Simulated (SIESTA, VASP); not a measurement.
An input for SIESTA (GGA PBEsol, numerical atomic orbitals TZP, PseudoDojo PBEsol standard norm-conserving potentials (rewritten from UPF to PSML)):

```
# files in the folder: Ti.psml Zn.psml (PseudoDojo PBEsol standard)
SystemName  TiZn
SystemLabel tizn

NumberOfAtoms                2
NumberOfSpecies              2
%block ChemicalSpeciesLabel
  1 22 Ti
  2 30 Zn
%endblock ChemicalSpeciesLabel
LatticeConstant              3.123750 Ang
%block LatticeVectors
     1.000000000    0.000000000    0.000000000
     0.000000000    1.000000000    0.000000000
     0.000000000    0.000000000    1.000000000
%endblock LatticeVectors
AtomicCoordinatesFormat      Fractional
%block AtomicCoordinatesAndAtomicSpecies
     0.500000000    0.500000000    0.500000000  1
     0.000000000    0.000000000    0.000000000  2
%endblock AtomicCoordinatesAndAtomicSpecies

XC.functional                GGA
XC.authors                   PBEsol
PAO.BasisSize                TZP
PAO.EnergyShift              0.01 Ry
MeshCutoff                   350 Ry
%block kgrid.MonkhorstPack
    7   0   0  0.0
    0   7   0  0.0
    0   0   7  0.0
%endblock kgrid.MonkhorstPack
OccupationFunction           FD
ElectronicTemperature        100.0 meV

MaxSCFIterations             150
SCF.Mixer.Method             Pulay
SCF.Mixer.Weight             0.25
SCF.Mixer.History            6
SCF.DM.Tolerance             1.0E-05
Diag.ParallelOverK           true
WriteForces                  true
```

Q: Write the VASP files for the same calculation.

A: One set of files that does it:

### INCAR
```
PREC = Accurate
LCHARG = .False.
ISMEAR = -1
LWAVE = .False.
ALGO = Normal
SIGMA = 0.1   ! width (eV)
LMAXMIX = 4   ! l cut-off of mixed one-centre charges
NELM = 100   ! most electronic steps
LASPH = .True.
EDIFF = 1E-6
LREAL = .False.   ! projection in real space or not
SYSTEM = TiZn
ISIF = 2
ENCUT = 300
GGA = PS   ! PBEsol
```

**POSCAR**
```
TiZn
1
    3.1237500000     0.0000000000     0.0000000000
    0.0000000000     3.1237500000     0.0000000000
    0.0000000000     0.0000000000     3.1237500000
Ti Zn
1 1
Direct
  0.5000000000   0.5000000000   0.5000000000
  0.0000000000   0.0000000000   0.0000000000
```

KPOINTS:
```
Automatic mesh
0
Gamma
7 7 7
0 0 0
```

POTCAR, in this order: Ti_sv Zn (PBE.64 set). Program: vasp_std.

Both inputs were run and reached self-consistency, which says nothing on mesh or cut-off. Potentials, basis and cut-offs are each code's own, so they don't translate, and total energies aren't comparable.

The structure comes from a computed database's TiZn entry (Pm-3m); how it stands against other phases isn't given here. The cell was not relaxed at this level, and it may have been scaled.
